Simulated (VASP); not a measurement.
An input for Ansatz (written as the equivalent of a VASP run, and not itself run):

Ansatz 0.2 input:
```yaml
crystal:
  lattice:
    - [0.0000000, 2.9792438, 2.9792438]
    - [2.9792438, 0.0000000, 2.9792438]
    - [2.9792438, 2.9792438, 0.0000000]
  atoms:
    - { symbol: Al, position: [0.2500000, 0.2500000, 0.2500000] }
    - { symbol: Al, position: [0.7500000, 0.7500000, 0.7500000] }
    - { symbol: Au, position: [0.0000000, 0.0000000, 0.0000000] }
kpoints:
  mp_grid: { grid: [8, 8, 8] }
hamiltonian:
  xc: lda
  pseudopotentials: { kind: paw }
scf:
  occupations: { method: methfessel_paxton, width: 0.1 }
  max_iter: 100
relax:
  max_steps: 60
  f_tol: 0.02
  cell: {}
output: { forces: true, stress: true, eigenvalues: true }
```

Task: Translate this input to VASP (INCAR, KPOINTS, POSCAR, choice of POTCAR).

Result: Several could match; the one computed here: 
### INCAR
```
SYSTEM  =  AuAl2
PREC  =  Accurate; ENCUT  =  400; LREAL  =  .FALSE.
LASPH  =  .TRUE.
EDIFF  =  1E-6; NELM  =  100; ALGO  =  Normal
LMAXMIX  =  6
ISMEAR  =  1; SIGMA  =  0.1
IBRION  =  2; NSW  =  60; ISIF  =  3
EDIFFG  =  -0.02
LWAVE  =  .FALSE.; LCHARG  =  .FALSE.
```

**POSCAR**
```
AuAl2
1
    0.0000000000     2.9792438141     2.9792438141
    2.9792438141     0.0000000000     2.9792438141
    2.9792438141     2.9792438141    -0.0000000000
Al Au
2 1
Direct
  0.2500000000   0.2500000000   0.2500000000
  0.7500000000   0.7500000000   0.7500000000
  0.0000000000   0.0000000000   0.0000000000
```

### KPOINTS
```
Automatic mesh
0
Gamma
8 8 8
0 0 0
```

POTCAR, in this order: Al Au (LDA.64 set). Program: vasp_std.

The two are equivalent in intent, not identical: each code has its own PAW files, so the cut-off isn't converted (ENCUT is set for VASP's; basis.ecutwfc is left out, and Ansatz then takes the one that its files recommend); Ansatz stops its SCF on the density residual and VASP on the energy change (EDIFF); Ansatz's lda is the Perdew-Wang form, while the LDA potentials of VASP carry Perdew-Zunger's.

The compound is AuAl2 in the fluorite structure. It was relaxed first. The start is the result of an earlier pass.
